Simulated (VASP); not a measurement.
Energy against volume of Hf (hcp). Level of theory: LDA (Ceperley-Alder, Perdew-Zunger), VASP's LDA PAW potentials (set 64) (plane waves; VASP 6.6.1). Run with 520 eV cut-off, 13×13×8 Γ-centred mesh, first-order Methfessel-Paxton smearing of 0.10 eV, potentials Hf_pv.

Shape and ions are relaxed at each volume.

| V (Å³/atom) | E (eV/atom) |
|---|---|
| 20.229 | -10.68739 |
| 20.855 | -10.69521 |
| 21.481 | -10.68858 |
| 22.106 | -10.66926 |

Q: Fit these four points and predict the energy of the run at 19.604 Å³/atom.

A: A cubic in V^(−2/3), the third-order Birch-Murnaghan form, passes through the four points with V0 = 20.87 Å³/atom and B0 = 123 GPa, and gives -10.6632 eV/atom there. The run gave -10.6632 eV/atom, -0.0 meV/atom from the fit; all five points give B0 = 123 GPa.

The compound is Hf in the hcp structure. It was relaxed first, which changed the volume by -6 %.
